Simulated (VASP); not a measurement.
# Sn3P2 (Pn-3m) in VASP: relaxation of cell and atoms with PBE

Aim: the relaxation of cell and atoms of Sn3P2 with PBE.

All numbers are computed with VASP 6.6.1; they aren't measurements. Logs are shortened: lines on timing, memory, paths and dates and some standing lists are left out, and cuts for length are marked.

### 1 The structure

The structure is cubic, space group Pn-3m (No. 224). The conventional cell has a = 6.190 Å, b = 6.190 Å, c = 6.190 Å, α = 90.00°, β = 90.00°, γ = 90.00°. Sn (site symmetry -42m) has 4 P at 2.68 Å as nearest neighbours. P (site symmetry -3m) is surrounded by 6 Sn at 2.68 Å.

The cell was built by a generator and needn't be a form met in nature.

### 2 Relaxation of cell and atoms, PBE

INCAR

```
PREC = Normal ; ENCUT = 520
EDIFF = 1E-4 ; ISMEAR = 0
SIGMA = 0.15 ; LREAL = Auto
LASPH = T ; NELM = 60
ALGO = Fast ; ISIF = 3
LWAVE = F ; LCHARG = F
GGA = PE ; IBRION = 2
NSW = 24 ; EDIFFG = -0.08
```

KPOINTS

```
Automatic mesh
0
Gamma
  3 3 3
```

POSCAR

```
Sn3P2
1.0
    6.1900000000      0.0000000000      0.0000000000
    0.0000000000      6.1900000000      0.0000000000
    0.0000000000      0.0000000000      6.1900000000
Sn P
6 4
Direct
    0.0000000000      0.5000000000      0.5000000000
    0.5000000000      0.0000000000      0.5000000000
    0.0000000000      0.0000000000      0.5000000000
    0.5000000000      0.5000000000      0.0000000000
    0.0000000000      0.5000000000      0.0000000000
    0.5000000000      0.0000000000      0.0000000000
    0.2500000000      0.2500000000      0.2500000000
    0.7500000000      0.2500000000      0.7500000000
    0.2500000000      0.7500000000      0.7500000000
    0.7500000000      0.7500000000      0.2500000000
```

Potentials or basis: VASP PAW PBE potentials, release 64 (Sn_d, P).

On the command line:

```bash
cat potpaw_PBE.64/Sn_d/POTCAR potpaw_PBE.64/P/POTCAR > POTCAR
mpirun -np 1 vasp_std > vasp.out
```

OUTCAR:

```text
PREC = Normal
   ENCUT = 520
   EDIFF = 1E-4
   ISMEAR = 0
   LREAL = Auto
   LASPH = T
   NELM = 60
   ISIF = 3
   GGA = PE
   IBRION = 2
   NSW = 24
   EDIFFG = -0.08

 ion  position               nearest neighbor table
   1  0.000  0.500  0.500-   7 2.68   8 2.68   9 2.68  10 2.68   3 3.10   5 3.10   5 3.10   3 3.10

   2  0.500  0.000  0.500-   7 2.68   8 2.68   9 2.68  10 2.68   3 3.10   6 3.10   6 3.10   3 3.10

   3  0.000  0.000  0.500-   7 2.68   8 2.68   9 2.68  10 2.68   1 3.10   2 3.10   1 3.10   2 3.10

   4  0.500  0.500  0.000-   7 2.68   8 2.68   9 2.68  10 2.68   5 3.10   6 3.10   6 3.10   5 3.10

   5  0.000  0.500  0.000-   7 2.68   8 2.68   9 2.68  10 2.68   1 3.10   4 3.10   1 3.10   4 3.10

   6  0.500  0.000  0.000-   7 2.68   8 2.68   9 2.68  10 2.68   2 3.10   4 3.10   2 3.10   4 3.10

   7  0.250  0.250  0.250-   1 2.68   2 2.68   3 2.68   4 2.68   5 2.68   6 2.68
   8  0.750  0.250  0.750-   1 2.68   2 2.68   3 2.68   4 2.68   5 2.68   6 2.68
   9  0.250  0.750  0.750-   1 2.68   2 2.68   3 2.68   4 2.68   5 2.68   6 2.68
  10  0.750  0.750  0.250-   1 2.68   2 2.68   3 2.68   4 2.68   5 2.68   6 2.68

  LATTYP: Found a simple cubic cell.
 ALAT       =     6.1900000000

  Lattice vectors:

 A1 = (   6.1900000000,   0.0000000000,   0.0000000000)
 A2 = (   0.0000000000,   6.1900000000,   0.0000000000)
 A3 = (   0.0000000000,   0.0000000000,   6.1900000000)

Analysis of symmetry for initial positions (statically):
=====================================================================
 Subroutine PRICEL returns:
 Original cell was already a primitive cell.

 Routine SETGRP: Setting up the symmetry group for a
 simple cubic supercell.

 Subroutine GETGRP returns: Found 48 space group operations
 (whereof 24 operations were pure point group operations)
 out of a pool of 48 trial point group operations.

The static configuration has the point symmetry T_d .
 The point group associated with its full space group is O_h .

Analysis of symmetry for dynamics (positions and initial velocities):
=====================================================================
 Subroutine PRICEL returns:
 Original cell was already a primitive cell.

 Routine SETGRP: Setting up the symmetry group for a
 simple cubic supercell.

 Subroutine GETGRP returns: Found 48 space group operations
 (whereof 24 operations were pure point group operations)
 out of a pool of 48 trial point group operations.

The dynamic configuration has the point symmetry T_d .
 The point group associated with its full space group is O_h .

 Subroutine INISYM returns: Found 48 space group operations
 (whereof 24 operations are pure point group operations),
 and found     1 'primitive' translations

----------------------------------------------------------------------------------------

                                     Primitive cell

  volume of cell :     237.1767

  direct lattice vectors                    reciprocal lattice vectors
     6.190000000  0.000000000  0.000000000     0.161550889  0.000000000  0.000000000
     0.000000000  6.190000000  0.000000000     0.000000000  0.161550889  0.000000000
     0.000000000  0.000000000  6.190000000     0.000000000  0.000000000  0.161550889

  length of vectors
     6.190000000  6.190000000  6.190000000     0.161550889  0.161550889  0.161550889

  position of ions in fractional coordinates (direct lattice)
     0.000000000  0.500000000  0.500000000
     0.500000000  0.000000000  0.500000000
     0.000000000  0.000000000  0.500000000
     0.500000000  0.500000000  0.000000000
     0.000000000  0.500000000  0.000000000
     0.500000000  0.000000000  0.000000000
     0.250000000  0.250000000  0.250000000
     0.750000000  0.250000000  0.750000000
     0.250000000  0.750000000  0.750000000
     0.750000000  0.750000000  0.250000000

  ion indices of the primitive-cell ions
   primitive index   ion index
                 1           1
                 2           2
                 3           3
                 4           4
                 5           5
                 6           6
                 7           7
                 8           8
                 9           9
                10          10

----------------------------------------------------------------------------------------

 KPOINTS: Automatic mesh

Automatic generation of k-mesh.
 Grid dimensions read from file:
 generate k-points for:    3    3    3

 Generating k-lattice:

  Cartesian coordinates                     Fractional coordinates (reciprocal lattice)
     0.053850296  0.000000000  0.000000000     0.333333333  0.000000000  0.000000000
     0.000000000  0.053850296  0.000000000     0.000000000  0.333333333  0.000000000
     0.000000000  0.000000000  0.053850296     0.000000000  0.000000000  0.333333333

  Length of vectors
     0.053850296  0.053850296  0.053850296

  Shift w.r.t. Gamma in fractional coordinates (k-lattice)
     0.000000000  0.000000000  0.000000000

 Subroutine IBZKPT returns following result:
 ===========================================

 Found      4 irreducible k-points:

 Following reciprocal coordinates:
            Coordinates               Weight
  0.000000  0.000000  0.000000      1.000000
  0.333333  0.000000  0.000000      6.000000
  0.333333  0.333333  0.000000     12.000000
  0.333333  0.333333  0.333333      8.000000
   k-points           NKPTS =      4   k-points in BZ     NKDIM =      4   number of bands    NBANDS=     62
   number of dos      NEDOS =    301   number of ions     NIONS =     10
   total plane-waves  NPLWV =  46656
   dimension x,y,z NGX =    36 NGY =   36 NGZ =   36
   dimension x,y,z NGXF=    72 NGYF=   72 NGZF=   72
   ions per type =               6   4
   NGX,Y,Z   is equivalent  to a cutoff of   9.67,  9.67,  9.67 a.u.
   NGXF,Y,Z  is equivalent  to a cutoff of  19.34, 19.34, 19.34 a.u.
 SYSTEM =  unknown system
   PREC   = normal    normal or accurate (medium, high low for compatibility)
   ISTART =      0    job   : 0-new  1-cont  2-samecut
   ICHARG =      2    charge: 1-file 2-atom 10-const
   ISPIN  =      1    spin polarized calculation?
   LNONCOLLINEAR =      F non collinear calculations
   LSORBIT =      F    spin-orbit coupling
   LASPH  =      T    aspherical Exc in radial PAW
   ENCUT  =  520.0 eV  38.22 Ry    6.18 a.u.  11.51 11.51 11.51*2*pi/ulx,y,z
   NELM   =     60;   NELMIN=  2; NELMDL= -5     # of ELM steps
   EDIFF  = 0.1E-03   stopping-criterion for ELM
   LREAL  =      T    real-space projection
   EDIFFG = -.8E-01   stopping-criterion for IOM
   NSW    =     24    number of steps for IOM
   IBRION =      2    ionic relax: 0-MD 1-quasi-New 2-CG
   NFREE  =      1    steps in history (QN), initial steepest desc. (CG)
   ISIF   =      3    stress and relaxation
   ISYM   =      2    0-nonsym 1-usesym 2-fastsym
   POTIM  = 0.5000    time-step for ionic-motion
   TEBEG  =    0.0;   TEEND  =   0.0 temperature during run
   PSTRESS=    0.0 pullay stress
   NELECT =     104.0000    total number of electrons
   NUPDOWN=      -1.0000    fix difference up-down
   EMIN   =  10.00;   EMAX   =-10.00  energy-range for DOS
   EFERMI =   0.00;   METHOD = LEGACY
   ISMEAR =     0;   SIGMA  =   0.15  broadening in eV -4-tet -1-fermi 0-gaus
   EFERMI_NEDOS =   21; number of points for ismear=-14 and -15
   IALGO  =     68    algorithm
   IMIX   =      4    mixing-type and parameters
     AMIX     =   0.40;   BMIX     =  1.00
     AMIX_MAG =   1.60;   BMIX_MAG =  1.00
  volume/ion in A,a.u.               =      23.72       160.05
  Fermi-wavevector in a.u.,A,eV,Ry     =   1.243737  2.350323 21.046611  1.546882
  Thomas-Fermi vector in A             =   2.378035
   LORBIT       =      0    0 simple, 1 ext, 2 COOP (PROOUT), +10 PAW based schemes
   GGA     = PE    functional components
   LHFCALC =     F    Hartree Fock is set to
   AEXX    =    0.0000 exact exchange contribution
   IVDW    =     0    specifies the selected vdW correction
   LEPSILON=     F    determine dielectric tensor
   LRPA    =     F    only Hartree local field effects (RPA)
 conjugate gradient relaxation of ions
 non-spin polarized calculation
 RMM-DIIS sequential band-by-band and
 Gauss-broadening in eV      SIGMA  =   0.15
  energy-cutoff  :      520.00
  volume of cell :      237.18
 maximum number of plane-waves:      6411
   NGX = 23   NGY = 23   NGZ = 23

--------------------------------------- Ionic step        1  -------------------------------------------

 number of electron     103.9999669 magnetization

 Free energy of the ion-electron system (eV)
  ---------------------------------------------------
  ext. energy  EPLUGINS =         0.00000000
  ---------------------------------------------------
  free energy    TOTEN  =       -40.11126655 eV

  energy without entropy =      -40.07813053  energy(sigma->0) =      -40.09469854

------------------------ aborting loop because EDIFF is reached ----------------------------------------

  FORCE on cell =-STRESS in cart. coord.  units (eV):
  Direction    XX          YY          ZZ          XY          YZ          ZX
  --------------------------------------------------------------------------------------
  -------------------------------------------------------------------------------------
  Total       18.8204459     18.8204459     18.8204459      0.0000000      0.0000000      0.0000000
  in kB      127.1359999    127.1359999    127.1359999      0.0000000      0.0000000      0.0000000
  external PRESSURE =     127.1359999 kB  Pullay stress =       0.0000000 kB
[... 29 lines left out ...]
  energy  without entropy=      -40.0781305325  energy(sigma->0) =      -40.09469854

--------------------------------------- Ionic step        2  -------------------------------------------

 number of electron     103.9999724 magnetization

 E-fermi :   4.9435     XC(G=0):  -8.8192

 val. band max:        4.7781714822   @ k =   0.3333   0.3333   0.0000
 cond. band min:       5.0262294196   @ k =   0.3333   0.3333   0.0000
 fundamental gap:      0.2480579374
 Fermi energy:         4.9435231268

 k-point     1 :       0.0000    0.0000    0.0000
  band No.  band energies     occupation
      1     -16.8361      2.00000
      2     -16.8154      2.00000
      3     -16.8154      2.00000
      4     -16.7729      2.00000
      5     -16.7729      2.00000
      6     -16.7729      2.00000
[... 290 lines left out ...]
  energy  without entropy=      -41.6589511809  energy(sigma->0) =      -41.68048803

--------------------------------------- Ionic step        3  -------------------------------------------

 number of electron     103.9999496 magnetization

 Free energy of the ion-electron system (eV)
  ---------------------------------------------------
  ext. energy  EPLUGINS =         0.00000000
  ---------------------------------------------------
  free energy    TOTEN  =       -41.83476573 eV

  energy without entropy =      -41.76909274  energy(sigma->0) =      -41.80192924

 E-fermi :   5.6014     XC(G=0):  -9.1001

 val. band max:        5.5223661884   @ k =   0.3333   0.3333   0.0000
 cond. band min:       5.6296212552   @ k =   0.3333   0.3333   0.0000
 fundamental gap:      0.1072550669
 Fermi energy:         5.6014404272

 k-point     1 :       0.0000    0.0000    0.0000
  band No.  band energies     occupation
      1     -16.2167      2.00000
      2     -16.1925      2.00000
      3     -16.1925      2.00000
      4     -16.1447      2.00000
      5     -16.1447      2.00000
      6     -16.1447      2.00000
[... 286 lines left out ...]
  FREE ENERGIE OF THE ION-ELECTRON SYSTEM (eV)
  ---------------------------------------------------
  free  energy   TOTEN  =       -41.8347657324 eV

  energy  without entropy=      -41.7690927404  energy(sigma->0) =      -41.80192924

 reached required accuracy - stopping structural energy minimisation
```

Run time: 56 s. Hardware: 1 thread of Intel Xeon Platinum 8559C (Emerald Rapids), shared host; peak memory 0.23 GiB.

What came out:

```
Free energy                            : -41.8348 eV
Relaxed volume                         : 28.83 Å³/atom
Relaxed cell                           : a = 6.606 Å, b = 6.606 Å, c = 6.606 Å, α = 90.00°, β = 90.00°, γ = 90.00°
Space group after relaxing (to 0.05 Å) : Pn-3m (No. 224)
Energy gained by relaxing              : 172.3 meV/atom
Ionic steps                            : 3
Pressure after relaxing                : -0.1 GPa
Band gap on the k mesh                 : none (metal or under the smearing width)
```

Step by step:
```csv
step,energy change (eV),largest force (eV/Å),pressure (GPa),volume (Å³)
1,0.0000,0.0000,12.71,237.18
2,-1.5908,0.0000,-2.47,307.82
3,-1.7235,0.0000,-0.09,288.27
```

Final structure:
```cif
data_structure
_symmetry_space_group_name_H-M 'P 1'
_symmetry_Int_Tables_number 1
_cell_length_a 6.6059
_cell_length_b 6.6059
_cell_length_c 6.6059
_cell_angle_alpha 90.000
_cell_angle_beta 90.000
_cell_angle_gamma 90.000
_cell_volume 288.27
loop_
_atom_site_label
_atom_site_type_symbol
_atom_site_fract_x
_atom_site_fract_y
_atom_site_fract_z
_atom_site_occupancy
Sn1 Sn 0.00000 0.50000 0.50000 1
Sn2 Sn 0.50000 0.00000 0.50000 1
Sn3 Sn 0.00000 0.00000 0.50000 1
Sn4 Sn 0.50000 0.50000 0.00000 1
Sn5 Sn 0.00000 0.50000 0.00000 1
Sn6 Sn 0.50000 0.00000 0.00000 1
P1 P 0.25000 0.25000 0.25000 1
P2 P 0.75000 0.25000 0.75000 1
P3 P 0.25000 0.75000 0.75000 1
P4 P 0.75000 0.75000 0.25000 1
```

Caveat: the volume moved by over 15 % at a fixed basis, so the end points are rough; the relaxation stopped at a loose force limit of 0.08 eV/Å, so its end isn't a converged minimum.
